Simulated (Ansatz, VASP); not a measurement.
# CuF2 (CuF2 monolayer): VASP beside Ansatz, part 3 of 3

One calculation is typed for both programs; each brings its own data sets. How far apart do they land? The cell is taken from a series of runs on this material, whose earlier steps may have relaxed, scaled, displaced or heated it; both programs get it as it stands.

VASP 6.6.1 and Ansatz 0.2.0.

So far: The structure; Ansatz: single point, LDA, DFT+U, pair 1; VASP: single point, LDA, DFT+U, pair 1; Side by side.

## (5) Ansatz: single point, LDA, DFT+U, pair 2

Level of this step: Ansatz beside VASP: Kohn-Sham DFT, plane waves, LDA, DFT+U (Ansatz).

With cell and atoms fixed, the geometry can't cause a difference; cores, projectors, grids and the points listed under the comparison can.

The cell is taken from a series of runs on this material, whose earlier steps may have relaxed, scaled, displaced or heated it; both programs get it as it stands.

Contents of input.yaml:

```yaml
crystal:
  lattice:
    - [3.732798, 3.732798, 0.0]
    - [0.0, 11.198394, 0.0]
    - [0.0, 0.0, 15.0]
  atoms:
    - { symbol: Cu, position: [0.0, 0.0, 0.5], spin: 1.0 }
    - { symbol: Cu, position: [0.0, 0.333333333, 0.5], spin: 1.0 }
    - { symbol: Cu, position: [0.0, 0.666666667, 0.5], spin: 1.0 }
    - { symbol: F, position: [0.5, 0.833333333, 0.5] }
    - { symbol: F, position: [0.5, 0.166666667, 0.5] }
    - { symbol: F, position: [0.5, 0.5, 0.5] }
    - { symbol: F, position: [0.0, 0.166666667, 0.5] }
    - { symbol: F, position: [0.0, 0.5, 0.5] }
    - { symbol: F, position: [0.0, 0.833333333, 0.5] }
magnetization:
  spin_polarized: true
kpoints:
  mp_grid: { grid: [9, 6, 1] }
hamiltonian:
  xc: lda
  hubbard:
    sites:
      - { species: Cu, l: d, u_eff: 7.5 }
      - { site: 0, l: d, u_eff: 7.5, starting_ns: [{ spin: up, occupation_matrix: cu1_major }, { spin: down, occupation_matrix: cu1_minor }] }
      - { site: 1, l: d, u_eff: 7.5, starting_ns: [{ spin: up, occupation_matrix: cu1_major }, { spin: down, occupation_matrix: cu1_minor }] }
      - { site: 2, l: d, u_eff: 7.5, starting_ns: [{ spin: up, occupation_matrix: cu1_major }, { spin: down, occupation_matrix: cu1_minor }] }
    projectors: ortho-atomic
    occupation_matrices:
      cu1_major:
        matrix:
          - [0.986, 0.0, 0.0, 0.0, 0.0]
          - [0.0, 0.996, 0.0, 0.0, 0.0]
          - [0.0, 0.0, 0.996, 0.0, 0.0]
          - [0.0, 0.0, 0.0, 0.992, 0.0]
          - [0.0, 0.0, 0.0, 0.0, 0.995]
      cu1_minor:
        matrix:
          - [0.985, 0.0, 0.0, 0.0, 0.0]
          - [0.0, 0.997, 0.0, 0.0, 0.0]
          - [0.0, 0.0, 0.997, 0.0, 0.0]
          - [0.0, 0.0, 0.0, 0.228, 0.0]
          - [0.0, 0.0, 0.0, 0.0, 0.996]
scf:
  occupations: { method: fermi_dirac, width: 0.05 }
output:
  eigenvalues: true
```

Command:

```
$ ansatz run input.yaml --threads 4 --pin off --max-ram 8192MiB --backend cpu --events-out ev --progress --plain --runs-dir out
```

Numbers of over 12 decimals in the logs are rounded to 6 here.

What it wrote:

```text
[...]
Crystal: 9 atoms, lattice volume = 627.020 Å³
Basis set: ecut = 420 eV, 12229 PW (Γ)
Bands: 62, of which v1, the nominal top of the filled ones, is band 50 counted from 1 (49 counted from 0)
Symmetry: 24 space group operations
[...]
k-points: 20 of 54
[...]
Starting moments: Σ|m| = 3 μB on 3 of 9 sites
[...]
k-point 1 ↑: bands = [... 46 lower, -6.8558, -6.8255, -6.3000, -6.2510, -5.6106, -0.7611, 1.3240, 1.3314, ... 8 higher]
  k-point 2 ↑: bands = [... 46 lower, -6.8005, -6.7719, -6.4669, -6.1700, -5.3317, -0.4390, 0.6448, 1.4609, ... 8 higher]
  k-point 19 ↓: bands = [... 46 lower, -6.4805, -6.4805, -3.2522, -3.2522, -3.2155, 0.7361, 1.9688, 1.9940, ... 8 higher]
Occupation matrices written to <dir>
[key lines of the parts left out:]
SCF converged after 16 iterations
Magnetization: 3.0000 μB (51.0000 up, 48.0000 down)
Free energy (F): -24420.222677 eV
Fermi energy:    -4.789197 eV
```

## (6) VASP: single point, LDA, DFT+U, pair 2

The same cell, functional (in two slightly different forms), mesh and smearing now go to VASP, with its own data sets.

Contents of INCAR:

```
SYSTEM = CuF2
PREC = Accurate
ENCUT = 520
EDIFF = 1E-06
NELM = 200
ISMEAR = -1
SIGMA = 0.05
LREAL = .FALSE.
ALGO = Normal
GGA = PW92
NBANDS = 53
ISPIN = 2
MAGMOM = 0.79 0.79 0.79 0.08 0.08 0.08 0.08 0.08 0.08
LDAU = .TRUE.
LDAUTYPE = 2
LDAUL = 2 -1
LDAUU = 7.5 0
LDAUJ = 0 0
LDAUPRINT = 1
LASPH = .TRUE.
LMAXMIX = 4
LORBIT = 11
LWAVE = .FALSE.
LCHARG = .FALSE.
ISIF = 2
GGA_COMPAT = .FALSE.
KPAR = 2
```

Contents of POSCAR:

```
CuF2
1.0
    3.7327980000      3.7327980000      0.0000000000
    0.0000000000     11.1983940000      0.0000000000
    0.0000000000      0.0000000000     15.0000000000
Cu F
3 6
Direct
    0.0000000000      0.0000000000      0.5000000000
    0.0000000000      0.3333333333      0.5000000000
    0.0000000000      0.6666666667      0.5000000000
    0.5000000000      0.8333333333      0.5000000000
    0.5000000000      0.1666666667      0.5000000000
    0.5000000000      0.5000000000      0.5000000000
    0.0000000000      0.1666666667      0.5000000000
    0.0000000000      0.5000000000      0.5000000000
    0.0000000000      0.8333333333      0.5000000000
```

Contents of KPOINTS:

```
Automatic mesh
0
Gamma
9 6 1
0 0 0
```

The projector-augmented-wave data sets are Cu and F (LDA family, release 64).

Command:

```
$ mpirun -np 2 vasp_std
```

What it wrote:

```text
[banner, memory and clock lines left out]
running    2 mpi-ranks, on    1 nodes
[...]
[... a notice as in an earlier step ...]

 LDA part: xc-table for (Slater(with rela. corr.)+PW92), standard interpolation
 POSCAR, INCAR and KPOINTS ok, starting setup
[...]
entering main loop
       N       E                     dE             d eps       ncg     rms          rms(c)
DAV:   1     0.829968594608E+03    0.82997E+03   -0.28585E+04  4240   0.116E+03
DAV:   2     0.134267220664E+03   -0.69570E+03   -0.63515E+03  5357   0.305E+02
DAV:   3    -0.290543514680E+02   -0.16332E+03   -0.16032E+03  5515   0.176E+02
DAV:   4    -0.379453368184E+02   -0.88910E+01   -0.88730E+01  5659   0.575E+01
[...]
DAV:  24    -0.346683927774E+02   -0.21278E-05   -0.13827E-07  3390   0.361E-03    0.367E-04
DAV:  25    -0.346683949129E+02   -0.21355E-05   -0.84840E-08  3049   0.254E-03    0.361E-04
DAV:  26    -0.346683956028E+02   -0.68993E-06   -0.39367E-08  3130   0.161E-03
   1 F= -.34668396E+02 E0= -.34668396E+02  d E =-.611017E-09  mag=     3.0000
```

OUTCAR, selected parts (step 6):

```text
  Total       -7.8856078     -7.8856078     -0.2557006      0.0008598      0.0000000      0.0000000
  in kB      -20.1494996    -20.1494996     -0.6533725      0.0021970      0.0000000      0.0000000
  external PRESSURE =     -13.6507905 kB  Pullay stress =       0.0000000 kB

 POSITION                                       TOTAL-FORCE (eV/Angst)
 -----------------------------------------------------------------------------------
      0.00000      0.00000      7.50000        -0.000000     -0.000000      0.000000
      0.00000      3.73280      7.50000        -0.000000     -0.000000      0.000000
      0.00000      7.46560      7.50000         0.000000     -0.000000      0.000000
      1.86640     11.19839      7.50000        -0.000000      0.000000      0.000000
      1.86640      3.73280      7.50000         0.000000     -0.000000     -0.000000
      1.86640      7.46560      7.50000        -0.000000     -0.000000      0.000000
      0.00000      1.86640      7.50000        -0.000000     -0.000000      0.000000
      0.00000      5.59920      7.50000        -0.000000     -0.000000     -0.000000
      0.00000      9.33199      7.50000        -0.000000     -0.000000     -0.000000
 -----------------------------------------------------------------------------------
    total drift:                               -0.000000      0.000000      0.000000

  FREE ENERGIE OF THE ION-ELECTRON SYSTEM (eV)
  ---------------------------------------------------
  free  energy   TOTEN  =       -34.6683956028 eV

  energy  without entropy=      -34.6683956022  energy(sigma->0) =      -34.66839560

 magnetization (x)
# of ion       s       p       d       tot
------------------------------------------
    1        0.009   0.009   0.845   0.863
    2        0.009   0.009   0.845   0.863
    3        0.009   0.009   0.845   0.863
    4        0.005   0.064   0.000   0.069
    5        0.005   0.064   0.000   0.069
    6        0.005   0.064   0.000   0.069
    7        0.005   0.064   0.000   0.069
    8        0.005   0.064   0.000   0.069
    9        0.005   0.064   0.000   0.069
--------------------------------------------------
tot          0.058   0.413   2.535   3.006

[... 1 part as in an earlier step ...]

[... 2 further parts left out ...]
[key lines of the parts left out:]
E-fermi :  -5.2672
```

## (7) Side by side

What differs besides the data sets and the points named for the pairs above, as far as they apply: the data sets hold 99 valence electrons in Ansatz (on its default PAW (the set named soft_2) files) and 75 in VASP. Total energies have different zeros and are not compared.

Both answers:

```csv
quantity,Ansatz,VASP,difference
total moment (μB),3.00,3.00,0.00
moment on Cu1 (μB),0.79,0.86,-0.07
moment on Cu2 (μB),0.79,0.86,-0.07
moment on Cu3 (μB),0.79,0.86,-0.07
moment on F4 (μB),0.09,0.07,+0.02
moment on F5 (μB),0.09,0.07,+0.02
moment on F6 (μB),0.09,0.07,+0.02
moment on F7 (μB),0.09,0.07,+0.02
moment on F8 (μB),0.09,0.07,+0.02
```

With vacuum in the cell, a pressure given here is an average over mostly empty space and none of the material.

## (8) What came out

```
difference in total moment (single point, LDA, DFT+U, pair 1) : 0 μB
difference in total moment (single point, LDA, DFT+U, pair 2) : -1.0e-5 μB
```

In words: The difference in total moment is 0 μB (single point, LDA, DFT+U, pair 1). The data sets hold unlike numbers of valence electrons (99 in Ansatz and 75 in VASP), so part of the differences comes from the potentials. How closely two codes agree says nothing of how well the functional describes the real material.

[Lines on the potential files, build, host, timing and source positions are cut from VASP's logs without a mark.]

[Logs are printed without paths, hosts, clocks, repeated set-up lines and the standing remarks that a program may print on its own settings, such as how far it seeks lower states.]

[Hosts, paths, dates, database ids (printed as entryN), source tags and the programs' standing remarks are cut or masked in the printed files.]
